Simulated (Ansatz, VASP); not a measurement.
AlSn: VASP beside Ansatz

```xyz
2
Lattice="4.1981 0.0000 0.0000 -2.0991 3.6357 0.0000 0.0000 0.0000 3.3068" Properties=species:S:1:pos:R:3 pbc="T T T"
Sn    0.0000    2.4238    1.6534
Al    0.0000    0.0000    0.0000
```

The cell comes from a database or a generator and needn't be the stable form of this composition.

Alike in both runs: task single point; functional PBE; k mesh 7 × 7 × 8; occupations fermi-dirac, width 0.05 eV; no spin polarisation.

```csv
,VASP,Ansatz
version,VASP 6.6.1,Ansatz 0.2.0
potentials or method,"VASP PAW PBE potentials, release 64 (Sn_d, Al)",Ansatz PAW
plane-wave cutoff (eV),520,420
valence electrons in the cell,17,17
```

|  | VASP | Ansatz | Ansatz less VASP |
| --- | --- | --- | --- |
| gap on the k mesh at the Fermi level (eV) | none | none | - |
| pressure (GPa) | 0.2 | 0.2 | +0.05 |
| largest component of the traceless stress (GPa) | 0.21 | 0.21 | +0.001 |

A gap of «none» marks a metal or a gap that the smearing closes. The functional is the same, so the differences come from potentials, cutoffs and numerics.
